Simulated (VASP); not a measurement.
```yaml
crystal:
  lattice:
    - [2.83792, 0.00000, 0.00000]
    - [0.00000, 2.83792, 0.00000]
    - [0.00000, 0.00000, 3.72073]
  atoms:
    - { symbol: Cu, position: [0.00000, 0.00000, 0.00000] }
    - { symbol: Au, position: [0.50000, 0.50000, 0.50000] }
```

Computed with PBE GGA with spin-orbit coupling, VASP's PBE PAW potentials (set 64) (plane waves; VASP). Settings: 400 eV cut-off, 12×12×9 Γ-centred mesh, Gaussian smearing of 0.050 eV, potentials Cu Au.

Question: Estimate the energy per atom (σ→0), band gap (over mesh and band path) with the smallest direct gap where there is one.

Answer: 
The band gap (over mesh and band path) comes out as none (metal, semimetal or under 0.01 eV). The energy per atom (σ→0) is -3.683 eV/atom.

The absolute energy has meaning only against runs of the same code, potentials and settings.

The compound is CuAu in the L1_0 structure. It was relaxed first.
